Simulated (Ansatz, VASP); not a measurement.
GeCN2 in VASP and in Ansatz

The input INCAR:

```
ALGO     = Normal         # electronic algorithm
EDIFF    = 1E-7           # SCF threshold, eV
ENCUT    = 520            # plane-wave cutoff, eV
GGA      = PE             # functional
ISIF     = 2              # what is computed and relaxed
ISMEAR   = 0              # smearing method
LASPH    = T              # aspherical terms in the spheres
LCHARG   = F              # write CHGCAR
LREAL    = F              # projectors in reciprocal space
LWAVE    = F              # write WAVECAR
NBANDS   = 22             # bands
NELM     = 60             # most SCF steps
PREC     = Accurate       # precision mode
SIGMA    = 0.02           # smearing width, eV
```

The input KPOINTS:

```
k-points
0
Gamma
  10 10 10
```

File POSCAR:

```
GeCN2
1.0
    1.7937903697      1.0356453528      4.9219572124
   -1.7937903697      1.0356453528      4.9219572124
    0.0000000000     -2.0712907056      4.9219572124
Ge N C
1 2 1
Direct
    0.0000000000      0.0000000000      0.0000000000
    0.5839044000      0.5839044000      0.5839044000
    0.4160956000      0.4160956000      0.4160956000
    0.5000000000      0.5000000000      0.5000000000
```

Input for Ansatz:

```yaml
crystal:
  lattice:
    - [1.7937903697, 1.0356453528, 4.9219572124]
    - [-1.7937903697, 1.0356453528, 4.9219572124]
    - [0.0, -2.0712907056, 4.9219572124]
  atoms:
    - { symbol: Ge, position: [0.0, 0.0, 0.0] }
    - { symbol: "N", position: [0.5839044, 0.5839044, 0.5839044] }
    - { symbol: "N", position: [0.4160956, 0.4160956, 0.4160956] }
    - { symbol: C, position: [0.5, 0.5, 0.5] }
hamiltonian:
  xc: pbe
kpoints:
  mp_grid: { grid: [10, 10, 10] }
scf:
  occupations: { method: gaussian, width: 0.02 }
  convergence: { dr2_threshold: 1.0e-09 }
basis:
  ecutwfc: 600
output:
  eigenvalues: true
  forces: true
  stress: true
```

The cell comes from a database or a generator and needn't be the stable form of this composition.

Alike in both runs: task single point; functional PBE; k mesh 10 × 10 × 10; occupations gaussian, width 0.02 eV; no spin polarisation.

|  | VASP | Ansatz |
| --- | --- | --- |
| version | VASP 6.6.1 | Ansatz 0.2.0 |
| potentials or method | VASP PAW PBE potentials, release 64 (Ge_d, N, C) | scalar-relativistic, plane waves, PAW |
| plane-wave cutoff (eV) | 520 | 600 |
| valence electrons in the cell | 28 | 28 |

Ansatz gave:

* gap on the k mesh at the Fermi level (eV): 1.04
* pressure (GPa): 0.0
* largest component of the traceless stress (GPa): 0.20
* rms of the force components (eV/Å): 0.009

Problem. Which values does VASP return?

Solution. gap on the k mesh at the Fermi level (eV): 1.04; pressure (GPa): 0.2; largest component of the traceless stress (GPa): 0.33; rms of the force components (eV/Å): 0.030.

Atom by atom the forces differ by 0.039 eV/Å (rms over components). Ansatz warned: «stress_scf_threshold_loose».

Caveats: the standard files for N, O and F lose accuracy on very short bonds. Expect the measured gap to be larger: semilocal functionals such as PBE lack the derivative discontinuity. A k mesh can miss the band edges.
